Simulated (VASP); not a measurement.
Given:

```xyz
4
Lattice="2.2737 -3.9382 0.0000 2.2737 3.9382 0.0000 0.0000 0.0000 7.3992" Properties=species:S:1:pos:R:3 pbc="T T T"
Mg     2.2737    -1.3127     3.6983
Mg     2.2737     1.3127     7.3979
Te     2.2737    -1.3127     6.4829
Te     2.2737     1.3127     2.7833
```

Calculation: PBE GGA with D4 dispersion, VASP's PBE PAW potentials (set 64) (plane waves; VASP). Settings: 520 eV cut-off, Gaussian smearing of 0.050 eV, potentials Mg Te.

Unless said otherwise, spin-orbit coupling is left out, though it shifts the bands of the heavy elements here.

Task: Estimate the band gap (along the path) with the smallest direct gap where there is one.

Result: 
```
Quantity                               Result
------------------------------------  -------
band gap (along the path)             2.54 eV
smallest direct gap (along the path)  2.54 eV
```

Total energies compare only between runs with the same potentials, cut-off and functional.

The compound is MgTe in the wurtzite structure. It was relaxed first.
